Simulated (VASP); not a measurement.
# GaN with AM05: from relaxation to properties, part 9 of 9

What structure and properties does AM05 give GaN, and how near are they to the measured ones? The start is a cell from a database of measured crystal structures.

VASP 6.6.1, plane waves and PAW; the level of theory is named at each step.

Still holding for the runs below: Spin-orbit coupling is off here; it would split degenerate levels.

So far, gap on the k-mesh (eV): step 2 (relaxing cell and atoms (AM05)) 2.02; step 6 (density of states (AM05)) 2.02; step 9 (optical spectrum (AM05)) 2.02; step 10 (core levels (AM05)) 2.02; step 12 (starting orbitals for the hybrid) 2.01.

The database entry behind the starting cell differs from later determinations by our own check (thin film, about 0.3 % long), so it need not match the best structure at ambient conditions.

## Step 14: Band structure (TB-mBJ)

This step: TB-mBJ; plane waves and PAW (Ga_d, N) (VASP 6.6.1).

Levels along the symmetry lines show where the bands peak and cross; KPOINTS_OPT computes them in the converged potential. TB-mBJ is a local potential fitted to gaps: it costs far less than a hybrid but gives no energy.

INCAR

```
SYSTEM = GaN
PREC = Accurate
ENCUT = 520
EDIFF = 1E-06
NELM = 150
ISMEAR = 0
SIGMA = 0.05
LREAL = .FALSE.
ALGO = Normal
METAGGA = MBJ
LASPH = .TRUE.
NBANDS = 32
LORBIT = 11
LWAVE = .FALSE.
LCHARG = .FALSE.
KPAR = 4
```

POSCAR

```
GaN
1.0
    3.1804015281      0.0000000000      0.0000000000
   -1.5902007640      2.7543085176      0.0000000000
    0.0000000000      0.0000000000      5.1773553217
Ga N
2 2
Direct
    0.6666666667      0.3333333333      0.5915912693
    0.3333333333      0.6666666667      0.0915912693
    0.6666666667      0.3333333333      0.9684087307
    0.3333333333      0.6666666667      0.4684087307
```

KPOINTS

```
Automatic mesh
0
Gamma
8 8 5
0 0 0
```

KPOINTS_OPT

```
Line mode
16
Line-mode
Reciprocal
  0.00000000   0.00000000   0.00000000 GAMMA
  0.50000000   0.00000000   0.00000000 M

  0.50000000   0.00000000   0.00000000 M
  0.33333333   0.33333333   0.00000000 K

  0.33333333   0.33333333   0.00000000 K
  0.00000000   0.00000000   0.00000000 GAMMA

  0.00000000   0.00000000   0.00000000 GAMMA
  0.00000000   0.00000000   0.50000000 A

  0.00000000   0.00000000   0.50000000 A
  0.50000000   0.00000000   0.50000000 L

  0.50000000   0.00000000   0.50000000 L
  0.33333333   0.33333333   0.50000000 H

  0.33333333   0.33333333   0.50000000 H
  0.00000000   0.00000000   0.50000000 A

  0.50000000   0.00000000   0.50000000 L
  0.50000000   0.00000000   0.00000000 M

  0.33333333   0.33333333   0.00000000 K
  0.33333333   0.33333333   0.50000000 H
```

The projector-augmented-wave data sets are Ga_d and N (PBE family, release 64).

Started as:

```bash
$ mpirun -np 4 vasp_std
```

The program printed:

```text
[banner, memory and clock lines left out]
running    4 mpi-ranks, on    1 nodes
 distrk:  each k-point on    1 cores,    4 groups
 distr:  one band on    1 cores,    1 groups

 POSCAR found type information on POSCAR GaN
 POSCAR found :  2 types and       4 ions
 [... a notice as in an earlier step ...]

 LDA part: xc-table for (None), standard interpolation
 POSCAR, INCAR and KPOINTS ok, starting setup
 FFT: planning ... GRIDC
 FFT: planning ... GRID_SOFT
 FFT: planning ... GRID
 WAVECAR not read
 entering main loop
       N       E                     dE             d eps       ncg     rms          rms(c)
DAV:   1     0.537269954828E+03    0.53727E+03   -0.16058E+04  2312   0.205E+03
DAV:   2     0.248185362333E+03   -0.28908E+03   -0.26072E+03  1960   0.479E+02
DAV:   3     0.206133823903E+03   -0.42052E+02   -0.41330E+02  2264   0.131E+02
DAV:   4     0.204717924368E+03   -0.14159E+01   -0.14137E+01  2224   0.269E+01
DAV:   5     0.204692735366E+03   -0.25189E-01   -0.25188E-01  2376   0.359E+00    0.131E+01
DAV:   6     0.210888352808E+03    0.61956E+01   -0.39597E+01  3272   0.148E+02    0.867E+00
DAV:   7     0.209070570363E+03   -0.18178E+01   -0.15074E+01  2264   0.477E+01    0.662E+00
DAV:   8     0.211476820620E+03    0.24063E+01   -0.45085E+00  2408   0.224E+01    0.825E+00
DAV:   9     0.211849708604E+03    0.37289E+00   -0.85594E+00  2064   0.161E+01    0.468E+00
DAV:  10     0.213096722089E+03    0.12470E+01   -0.33613E+00  2448   0.213E+01    0.108E+00
DAV:  11     0.214625630124E+03    0.15289E+01   -0.64837E-01  2640   0.911E+00    0.302E+00
DAV:  12     0.214760137871E+03    0.13451E+00   -0.48623E-01  2832   0.104E+01    0.921E-01
DAV:  13     0.214594485739E+03   -0.16565E+00   -0.19085E-01  2456   0.454E+00    0.164E+00
DAV:  14     0.214909179677E+03    0.31469E+00   -0.45003E-02  2256   0.224E+00    0.144E+00
DAV:  15     0.214922731446E+03    0.13552E-01   -0.54775E-03  2536   0.100E+00    0.152E+00
DAV:  16     0.213999631271E+03   -0.92310E+00   -0.11400E-01  2176   0.186E+00    0.854E-01
DAV:  17     0.213003645541E+03   -0.99599E+00   -0.18441E-01  2312   0.248E+00    0.561E-01
DAV:  18     0.211931562415E+03   -0.10721E+01   -0.23595E-01  2968   0.432E+00    0.141E+00
DAV:  19     0.211671108484E+03   -0.26045E+00   -0.12166E-01  2520   0.303E+00    0.159E+00
DAV:  20     0.212232741465E+03    0.56163E+00   -0.64636E-02  1944   0.162E+00    0.879E-01
DAV:  21     0.212712441105E+03    0.47970E+00   -0.11482E-01  2760   0.324E+00    0.186E-01
DAV:  22     0.212651789184E+03   -0.60652E-01   -0.30148E-02  2664   0.162E+00    0.525E-01
DAV:  23     0.212592828093E+03   -0.58961E-01   -0.10901E-02  2200   0.684E-01    0.473E-01
DAV:  24     0.212528819730E+03   -0.64008E-01   -0.10764E-03  2584   0.393E-01    0.560E-01
DAV:  25     0.212498469231E+03   -0.30350E-01   -0.96211E-04  2208   0.215E-01    0.575E-01
DAV:  26     0.212627030557E+03    0.12856E+00   -0.41166E-03  2760   0.597E-01    0.333E-01
DAV:  27     0.212698884606E+03    0.71854E-01   -0.31651E-03  2240   0.356E-01    0.303E-01
DAV:  28     0.212738330295E+03    0.39446E-01   -0.34800E-04  2440   0.181E-01    0.262E-01
DAV:  29     0.212880583576E+03    0.14225E+00   -0.35153E-03  2320   0.354E-01    0.103E-01
DAV:  30     0.212914607001E+03    0.34023E-01   -0.13931E-03  2712   0.347E-01    0.152E-01
[...]
DAV:  47     0.213061005439E+03   -0.40518E-04   -0.23683E-08   960   0.140E-03    0.407E-04
DAV:  48     0.213060773574E+03   -0.23186E-03   -0.12086E-08   960   0.127E-03    0.124E-04
DAV:  49     0.213060681581E+03   -0.91993E-04   -0.13556E-08   960   0.852E-04    0.103E-04
DAV:  50     0.213060659224E+03   -0.22358E-04   -0.40140E-09   960   0.509E-04    0.108E-04
DAV:  51     0.213060676318E+03    0.17094E-04   -0.76727E-10   960   0.280E-04    0.157E-04
DAV:  52     0.213060670465E+03   -0.58531E-05   -0.23362E-10   960   0.129E-04    0.152E-04
DAV:  53     0.213060585624E+03   -0.84841E-04   -0.91386E-10   960   0.231E-04    0.394E-05
DAV:  54     0.213060592864E+03    0.72405E-05   -0.53368E-10   960   0.272E-04    0.645E-05
DAV:  55     0.213060566571E+03   -0.26293E-04   -0.19408E-10   960   0.205E-04    0.209E-05
DAV:  56     0.213060572992E+03    0.64211E-05   -0.14923E-10   960   0.145E-04    0.410E-05
DAV:  57     0.213060564467E+03   -0.85248E-05   -0.57198E-11   960   0.995E-05    0.250E-05
DAV:  58     0.213060564244E+03   -0.22351E-06   -0.30214E-11   960   0.619E-05
   1 F= 0.21306056E+03 E0= 0.21306056E+03  d E =-.472748E-22
 Start KPOINTS_OPT (optional k-point list driver)
k-point batch [1-30\144]
       N       E                     dE             ncg
DAV:   1     0.524626267030E+04   -0.25993E+05     2464
DAV:   2    -0.313754872335E+04   -0.83838E+04     1928
DAV:   3    -0.424697609286E+04   -0.11094E+04     2272
DAV:   4    -0.428019942146E+04   -0.33223E+02     2248
DAV:   5    -0.428076530596E+04   -0.56588E+00     2360
DAV:   6    -0.428079116807E+04   -0.25862E-01     2776
DAV:   7    -0.428079143475E+04   -0.26668E-03     2384
DAV:   8    -0.428079143773E+04   -0.29804E-05     1944
DAV:   9    -0.428079143796E+04   -0.23111E-06     1512
[...]
k-point batch [121-144\144]
       N       E                     dE             ncg
DAV:   1     0.128760556635E+05   -0.31648E+05     1880
DAV:   2     0.608493937345E+04   -0.67911E+04     1552
DAV:   3     0.517768974332E+04   -0.90725E+03     1816
DAV:   4     0.515070158432E+04   -0.26988E+02     1856
DAV:   5     0.515024907903E+04   -0.45251E+00     1856
DAV:   6     0.515022937801E+04   -0.19701E-01     2200
DAV:   7     0.515022897516E+04   -0.40286E-03     1968
DAV:   8     0.515022897190E+04   -0.32590E-05     1672
DAV:   9     0.515022897174E+04   -0.15665E-06     1224
```

Wall time 1.9 min (4 MPI ranks of AMD EPYC 7R43, shared host); peak memory 0.74 GiB; 6.1 min of CPU time.

OUTCAR, selected parts (step 14):

```text
   NELECT =      36.0000    total number of electrons

 E-fermi :   6.1549

 k-point     1 :       0.0000    0.0000    0.0000
  band No.  band energies     occupation
    ...
     14       4.8607      2.00000
     15       4.8608      2.00000
     16       5.8015      2.00000
     17       5.8279      2.00000
     18       5.8279      2.00000
     19       8.9643      0.00000
     20      11.5478      0.00000
     21      16.5045      0.00000
     22      17.2147      0.00000
     23      17.2157      0.00000
    ...

  Total     -225.8294833   -225.8294833   -225.8270217     -0.0000000      0.0000000      0.0000000
  in kB    -7977.9022928  -7977.9022930  -7977.8153305     -0.0000001      0.0000000      0.0000000
  external PRESSURE =   -7977.8733054 kB  Pullay stress =       0.0000000 kB

 POSITION                                       TOTAL-FORCE (eV/Angst)
 -----------------------------------------------------------------------------------
      1.59020      0.91810      3.06288         0.000000     -0.000000      0.069505
     -0.00000      1.83621      0.47420        -0.000000      0.000000      0.069505
      1.59020      0.91810      5.01380        -0.000000      0.000000     -0.069505
     -0.00000      1.83621      2.42512         0.000000      0.000000     -0.069505
 -----------------------------------------------------------------------------------
    total drift:                               -0.000002     -0.000003      0.379320

  FREE ENERGIE OF THE ION-ELECTRON SYSTEM (eV)
  ---------------------------------------------------
  free  energy   TOTEN  =       213.0605642439 eV

  energy  without entropy=      213.0605642439  energy(sigma->0) =      213.06056424

[... 9 parts as in an earlier step ...]

[... 8 further parts left out ...]
```

This functional is a potential without an energy, so its energies, forces and stress mean nothing and are not read.

Numbers from this step:

| Item | Value |
| --- | --- |
| SCF cycles | 58 |
| bands | 32 |
| irreducible k-points | 30 |
| Fermi energy | 6.155 eV |
| least gap on mesh and path | 3.136 eV |
| least direct gap on mesh and path | 3.136 eV |

Electronic bands along the path, in eV, zero at the valence-band top; v1 is the highest filled band, c1 the lowest empty one:

```tsv
point	v4	v3	v2	v1	c1	c2	c3	c4
Γ	-0.97	-0.03	0.00	0.00	3.14	5.72	10.68	11.39
0.47 of the way	-2.38	-1.77	-0.56	-0.42	5.28	7.39	8.90	9.98
M	-3.87	-2.58	-1.96	-0.94	6.52	6.87	7.34	10.14
0.47 of the way	-3.84	-3.23	-2.11	-1.66	6.97	7.83	7.85	9.97
K	-4.85	-2.74	-2.74	-2.51	6.53	9.26	9.26	9.78
0.47 of the way	-3.62	-2.36	-1.07	-0.93	6.35	8.25	8.69	9.02
Γ	-0.97	-0.03	0.00	0.00	3.14	5.72	10.68	11.39
0.47 of the way	-0.85	-0.85	-0.13	-0.13	4.11	5.79	10.28	11.12
A	-0.49	-0.49	-0.49	-0.49	5.51	5.51	9.90	9.90
0.47 of the way	-1.84	-1.84	-1.13	-1.13	6.54	6.54	9.09	9.09
L	-1.82	-1.82	-1.77	-1.77	5.78	5.78	9.22	9.22
0.47 of the way	-2.83	-2.83	-1.50	-1.50	6.59	6.59	9.55	9.55
H	-3.84	-3.84	-1.39	-1.39	7.80	7.80	8.63	8.63
0.47 of the way	-2.06	-2.06	-1.67	-1.67	6.94	6.94	9.21	9.21
A	-0.49	-0.49	-0.49	-0.49	5.51	5.51	9.90	9.90
jump to L	-1.82	-1.82	-1.77	-1.77	5.78	5.78	9.22	9.22
0.47 of the way	-2.94	-2.34	-1.52	-1.25	5.61	6.51	9.04	9.17
M	-3.87	-2.58	-1.96	-0.94	6.52	6.87	7.34	10.14
jump to K	-4.85	-2.74	-2.74	-2.51	6.53	9.26	9.26	9.78
0.53 of the way	-4.55	-3.00	-1.95	-1.95	7.32	8.49	8.49	9.51
H	-3.84	-3.84	-1.39	-1.39	7.80	7.80	8.63	8.63
```

Of the projections kept (Ga, N), the largest for each band there; the rest of the weight can lie on other orbitals:

```tsv
point	v4	v3	v2	v1	c1	c2	c3	c4
Γ	N 0.74	N 0.78	N 0.77	N 0.77	N 0.56	Ga 0.73	N 0.79	Ga 1.00
M	N 0.61	N 0.70	N 0.68	N 0.74	Ga 0.90	Ga 0.61	Ga 0.59	N 0.59
K	Ga 0.50	N 0.66	N 0.66	N 0.67	Ga 0.91	N 0.51	N 0.51	N 0.66
Γ	N 0.74	N 0.78	N 0.77	N 0.77	N 0.56	Ga 0.73	N 0.79	Ga 1.00
A	N 0.75	N 0.75	N 0.75	N 0.75	N 0.54	N 0.54	Ga 0.66	Ga 0.66
L	N 0.71	N 0.71	N 0.71	N 0.71	Ga 0.74	Ga 0.74	Ga 0.82	Ga 0.82
```

The electronic bands as a text plot (rows in eV, shown from -6.5 to 8.6 only):

```
    8.3 |    ++    +   + ++                    +           +   ++
    7.7 |   +  +  +     +                     +++           +  ++
    7.1 |  + +++++++   ++  ++                +   ++++       + +
    6.4 | +   ++++  +++  +           +++    +        +   +++++
    5.8 |+   +            +  ++++++++   ++++          ++++++
    5.2 |   +              +      +
    4.5 |  +                +    +
    3.9 | +                     +
    3.3 |+                   +++
    2.6 |
    2.0 |
    1.4 |
    0.7 |
    0.1 |**                  ****
   -0.5 | *****           **** * ****                 ***
   -1.1 |*** ******     ** ******   ****     ****    **   ***   *
   -1.8 | ***  *****   ** * *    *   ********    *****   ****  *
   -2.4 |  ******* ***** * **               *     *      ******
   -3.0 |    *    ***** * *       *          *   *        *   **
   -3.7 |   * * ****   ****       ****        ***    ****  **   *
   -4.3 |    ***    * * *             *             *          **
   -4.9 |      **********        *     *          **       ****
   -5.6 |   ****  ***    **     *       **   *****       **    **
   -6.2 |***    **         *****          ***            ****
         Γ      M    K        Γ   A       L    H       A|L M|K  H
```

The gap moves by +1.12 eV against AM05.

## Step 15: What came out

| Quantity | Value |
| --- | --- |
| relaxed volume | 11.34 Å³/atom |
| relaxed conventional cell a, b, c | 3.180, 3.180, 5.177 Å; angles 90.0, 90.0, 120.0° |
| space group after relaxing, within 0.02 Å | P6_3mc (No. 186) |
| band gap | 2.02 eV, direct |
| gap among the points of the DOS mesh alone, an upper bound | 2.02 eV |
| static dielectric constant from modes and Born charges, mean | 10.4 |
| electronic dielectric constant, mean | 5.72 |
| highest zone-centre mode | 678 cm⁻¹ |
| bulk modulus (Hill) | 184 GPa |
| shear modulus (Hill) | 109 GPa |
| Debye temperature from the elastic constants | 621 K |
| strongest peak of ε2, mean over directions | 7.98 eV |
| ε1 at zero frequency, no local fields, mean | 5.85 |
| shallowest level of the frozen cores | Ga1 3p, 92.7 eV deep |
| band gap (AM05 + SOC) | 2.01 eV, direct |
| band gap (HSE06) | 3.27 eV, direct |
| band gap (TB-mBJ) | 3.14 eV, direct |

With AM05, GaN relaxes to 11.34 Å³/atom in space group P6_3mc (held by the symmetry of the run) and has a direct gap of 2.02 eV (3.27 eV with HSE06). Against the listed cell the volume lies -1.6 % (a -0.5 %, c -0.6 %). Vibrations at Γ (AM05): The highest mode in this list at Γ, 677.6 cm⁻¹, is mostly motion of N (100 % of the kinetic energy). Band structure (AM05 + SOC): The path shows a direct gap of 2.01 eV (valence top at Γ, conduction bottom at Γ). Band structure (HSE06): The path shows a direct gap of 3.27 eV (valence top at Γ, conduction bottom at Γ). Band structure (TB-mBJ): On this path the gap is direct, 3.14 eV, with the valence top at Γ and the conduction bottom at Γ. The other levels ran on the cell relaxed with AM05, and without spin-orbit coupling unless named. LASPH was switched on together with spin-orbit coupling, so shifts put down to the coupling hold both changes. Semilocal functionals usually underestimate gaps. Modes at Γ alone can't show that the crystal is stable at other wave vectors, and the LO-TO splitting is not included. No search among competing phases was made, and a listed structure need not be the one stable at ambient conditions. All values are for a static lattice at zero temperature.

Calculation against experiment:

```
                                       quantity  measured             AM05  AM05, spin-orbit coupling            HSE06           TB-mBJ
                         lattice constant a (Å)     3.189   3.180 (-0.3 %)                          -                -                -
                         lattice constant c (Å)     5.186   5.177 (-0.2 %)                          -                -                -
                     band gap (direct gap) (eV)     3.503  2.02 (-1.49 eV)            2.01 (-1.49 eV)  3.27 (-0.24 eV)  3.14 (-0.37 eV)
static dielectric constant (mean of the tensor)       8.9  10.40 (+16.8 %)                          -                -                -
                    Raman mode, E2(high) (cm⁻¹)       570     547 (-4.0 %)                          -                -                -
```

Cost of the run behind each value, in core time: AM05 3.9 min, AM05, spin-orbit coupling 12 min, HSE06 2 h, TB-mBJ 7.7 min.

Measured values from arxiv:1710.05670 (2017), pmc:6823545 (2019), arxiv:cond-mat/0501724 (2005) and arxiv:1601.01883 (2016).

How well it matches: The lattice constant a is off by -0.3 %: good agreement. The lattice constant c is off by -0.2 %: good agreement. For the band gap, of the levels listed nearest comes HSE06 (-0.24 eV, good agreement) and farthest AM05, spin-orbit coupling (-1.49 eV, a clear miss). Zero-point and thermal motion shift the measured gap. The static dielectric constant is off by +16.8 %: fair agreement. The Raman mode is off by -4.0 %: fair agreement. The grades are ours: good and fair within 0.7 and 1.5 % for the lattice constant a, 0.8 and 2 % for the lattice constant c, 10 and 25 % for the static dielectric constant and 3 and 7 % for the Raman mode. For lattice constants, static dielectric constant and Raman mode the calculation has a static lattice, without zero-point motion or thermal expansion (measured at up to 300 K).

[Lines on the potential files, build, host, timing and source positions are cut from VASP's logs without a mark.]

[Logs are printed without paths, hosts, clocks, repeated set-up lines and the standing remarks that a program may print on its own settings, such as how far it seeks lower states.]

[Hosts, paths, dates, database ids (printed as entryN), source tags and the programs' standing remarks are cut or masked in the printed files.]

[A measured line is paired with the nearest computed mode of its activity, which favours agreement.]
